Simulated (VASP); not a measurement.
Here is the system:

```
CELL_PARAMETERS angstrom
      5.19497     0.00000     0.00000
      0.00000     5.19497     0.00000
      0.00000     0.00000     5.19497
ATOMIC_POSITIONS crystal
  Sr 0.00000 0.50000 0.50000
  Sr 0.50000 0.00000 0.50000
  Sr 0.50000 0.50000 0.00000
  Sb 0.00000 0.00000 0.00000
  N  0.50000 0.50000 0.50000
```

All values below come from PBEsol GGA, VASP's PBE PAW potentials (set 64) (plane waves; VASP). Run with 400 eV cut-off, 5×5×5 Γ-centred mesh, Fermi-Dirac smearing of 0.020 eV, potentials Sr_sv Sb N.

At this cut-off the stress carries a Pulay error, which pulls relaxed volumes low. Unless said otherwise, spin-orbit coupling is left out, though it shifts the bands of the heavy elements here.

Question: Estimate the energy per atom (σ→0), pressure, band gap (on the k-mesh) with the smallest direct gap where there is one.

Answer: 
band gap (on the k-mesh): 0.21 eV
smallest direct gap (on the k-mesh): 0.21 eV
energy per atom (σ→0): -4.715 eV/atom
pressure: -1.98 GPa

Total energies compare only between runs with the same potentials, cut-off and functional.

The structure comes from a computed database's Sr3SbN entry; how it stands against other phases isn't given here. The cell was not relaxed at this level.
